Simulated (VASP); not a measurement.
Computed with MS2 meta-GGA, VASP's PBE PAW potentials (set 64) (plane waves; VASP).

Input for VASP

INCAR:
```
ALGO = Normal
EDIFF = 1E-7
ENCUT = 520
ISIF = 2
ISMEAR = -5
LASPH = .TRUE.
LCHARG = .FALSE.
LMAXMIX = 6
LMIXTAU = .TRUE.
LORBIT = 11
LREAL = .FALSE.
LWAVE = .FALSE.
METAGGA = MS2
NEDOS = 601
NELM = 100
PREC = Accurate
SYSTEM = Au
```

File KPOINTS_OPT:
```
k-points along high-symmetry lines
10
Line-mode
Reciprocal
  0.000000   0.000000   0.000000 ! GAMMA
  0.500000   0.000000   0.500000 ! X

  0.500000   0.000000   0.500000 ! X
  0.625000   0.250000   0.625000 ! U

  0.375000   0.375000   0.750000 ! K
  0.000000   0.000000   0.000000 ! GAMMA

  0.000000   0.000000   0.000000 ! GAMMA
  0.500000   0.500000   0.500000 ! L

  0.500000   0.500000   0.500000 ! L
  0.500000   0.250000   0.750000 ! W

  0.500000   0.250000   0.750000 ! W
  0.500000   0.000000   0.500000 ! X
```

**KPOINTS**
```
kpoints
0
Gamma
  17 17 17
0 0 0
```

**POSCAR**
```
Au
1
   -0.0000000000     2.0368213528     2.0368213528
    2.0368213528     0.0000000000     2.0368213528
    2.0368213528     2.0368213528    -0.0000000000
Au
1
Direct
  0.0000000000   0.0000000000   0.0000000000
```

POTCAR, in this order: Au (PBE.64 set). Program: vasp_std.

Task: What will the output report for the number of irreducible k-points (NKPTS), largest plane-wave count, number of space-group operations, FFT grid (NGX, NGY, NGZ)?

Result: 
- number of irreducible k-points (NKPTS) = 165
- largest plane-wave count = 469
- number of space-group operations = 48
- FFT grid (NGX, NGY, NGZ) = 24 × 24 × 24

The compound is Au in the fcc structure. It was relaxed first.
